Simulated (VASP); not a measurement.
Computed with revPBE GGA, VASP's PBE PAW potentials (set 64) (plane waves; VASP).

VASP input:

File KPOINTS:
```
Automatic mesh
0
Gamma
8 8 8
0 0 0
```

### INCAR
```
# general
SYSTEM   =  Al3Sc
PREC     =  Accurate
ENCUT    =  520   # plane-wave cut-off (eV)
LREAL    =  .FALSE.   # projection in real space or not
LASPH    =  .TRUE.   # aspherical one-centre terms

# electronic loop
EDIFF    =  1E-7   # SCF stop (eV)
NELM     =  100
ALGO     =  Normal   # blocked Davidson
LMAXMIX  =  4   # l cut-off of mixed one-centre charges

# smearing
ISMEAR   =  -5

# functional
GGA      =  RE   # revPBE

# ions
ISIF     =  2

# output
LWAVE    =  .FALSE.
LCHARG   =  .TRUE.
LORBIT   =  11
NEDOS    =  601

# other
LEFG     =  .TRUE.
```

File POSCAR:
```
Al3Sc
1.0
  4.1257848010   0.0000000000   0.0000000000
  0.0000000000   4.1257848010   0.0000000000
  0.0000000000   0.0000000000   4.1257848010
Sc Al
1 3
Cartesian
  0.0000000000   0.0000000000   0.0000000000
  0.0000000000   2.0628924005   2.0628924005
  2.0628924005   0.0000000000   2.0628924005
  2.0628924005   2.0628924005   0.0000000000
```

POTCAR, in this order: Sc_sv Al (PBE.64 set). Program: vasp_std.

Output of the run:

OSZICAR:
```
       N       E                     dE             d eps       ncg     rms          rms(c)
DAV:   1     0.116577389254E+03    0.11658E+03   -0.82613E+03   980   0.128E+03
DAV:   2    -0.109141744108E+02   -0.12749E+03   -0.12569E+03   986   0.365E+02
DAV:   3    -0.192924484391E+02   -0.83783E+01   -0.82410E+01  1526   0.762E+01
DAV:   4    -0.194341915209E+02   -0.14174E+00   -0.14218E+00  1374   0.106E+01
DAV:   5    -0.194382075612E+02   -0.40160E-02   -0.40279E-02  1392   0.182E+00    0.869E+00
DAV:   6    -0.184843300451E+02    0.95388E+00   -0.48589E+00  1612   0.255E+01    0.322E+00
DAV:   7    -0.184425015665E+02    0.41828E-01   -0.87518E-02  1224   0.263E+00    0.180E+00
DAV:   8    -0.184213201200E+02    0.21181E-01   -0.36722E-02  1492   0.176E+00    0.238E-01
DAV:   9    -0.184208279156E+02    0.49220E-03   -0.24236E-03  1244   0.444E-01    0.825E-02
DAV:  10    -0.184208250069E+02    0.29087E-05   -0.14091E-04  1512   0.121E-01    0.753E-02
DAV:  11    -0.184208481171E+02   -0.23110E-04   -0.22366E-05  1492   0.318E-02    0.383E-02
DAV:  12    -0.184208507004E+02   -0.25833E-05   -0.22194E-05  1544   0.517E-02    0.509E-03
DAV:  13    -0.184208553695E+02   -0.46691E-05   -0.94387E-07  1372   0.109E-02    0.262E-03
DAV:  14    -0.184208510101E+02    0.43594E-05   -0.43647E-07  1112   0.720E-03    0.998E-04
DAV:  15    -0.184208521050E+02   -0.10949E-05   -0.43115E-08   736   0.348E-03    0.442E-04
DAV:  16    -0.184208522469E+02   -0.14188E-06   -0.10284E-08   670   0.113E-03    0.154E-04
DAV:  17    -0.184208524592E+02   -0.21234E-06   -0.62267E-09   682   0.133E-03    0.192E-04
DAV:  18    -0.184208524259E+02    0.33321E-07   -0.28095E-09   622   0.635E-04
   1 F= -.18420852E+02 E0= -.18420852E+02  d E =0.000000E+00
```

**OUTCAR**
```
------------------------ aborting loop because EDIFF is reached ----------------------------------------
  FORCE on cell =-STRESS in cart. coord.  units (eV):
  Direction    XX          YY          ZZ          XY          YZ          ZX
  --------------------------------------------------------------------------------------
  Total        0.0882128      0.0882128      0.0882128     -0.0000000     -0.0000000      0.0000000
  in kB        2.0124388      2.0124388      2.0124388     -0.0000000     -0.0000000      0.0000000
  external PRESSURE =       2.0124388 kB  Pullay stress =       0.0000000 kB
  volume of cell :       70.23
      direct lattice vectors                 reciprocal lattice vectors
     4.125784801  0.000000000  0.000000000     0.242378129  0.000000000  0.000000000
     0.000000000  4.125784801  0.000000000     0.000000000  0.242378129  0.000000000
     0.000000000  0.000000000  4.125784801     0.000000000  0.000000000  0.242378129
 POSITION                                       TOTAL-FORCE (eV/Angst)
 -----------------------------------------------------------------------------------
      0.00000      0.00000      0.00000         0.000000      0.000000      0.000000
      0.00000      2.06289      2.06289         0.000000      0.000000      0.000000
      2.06289      0.00000      2.06289         0.000000      0.000000      0.000000
      2.06289      2.06289      0.00000         0.000000      0.000000      0.000000
 -----------------------------------------------------------------------------------
    total drift:                                0.000000      0.000000      0.000000
  FREE ENERGIE OF THE ION-ELECTRON SYSTEM (eV)
  ---------------------------------------------------
  free  energy   TOTEN  =       -18.4208524259 eV

  energy  without entropy=      -18.4208524259  energy(sigma->0) =      -18.42085243

 total charge

# of ion       s       p       d       tot
------------------------------------------
    1        2.180   6.133   1.254   9.568
    2        0.417   0.370   0.000   0.787
    3        0.417   0.370   0.000   0.787
    4        0.417   0.370   0.000   0.787
--------------------------------------------------
tot          3.431   7.243   1.254  11.929

 Electric field gradients after diagonalization (V/A^2)
 (convention: |V_zz| > |V_xx| > |V_yy|)
----------------------------------------------------------------------
 ion       V_xx      V_yy      V_zz     asymmetry (V_yy - V_xx)/ V_zz
----------------------------------------------------------------------
   1       0.000     0.000    -0.000       0.104
   2      -9.762    -9.762    19.523       0.000
   3      -9.762    -9.762    19.523       0.000
   4      -9.762    -9.762    19.523       0.000
```
(Selected blocks of OUTCAR.)

For a metal the tetrahedron method with Blöchl corrections gives inexact stress and forces.

The compound is Al3Sc in the L1_2 structure. It was relaxed first.
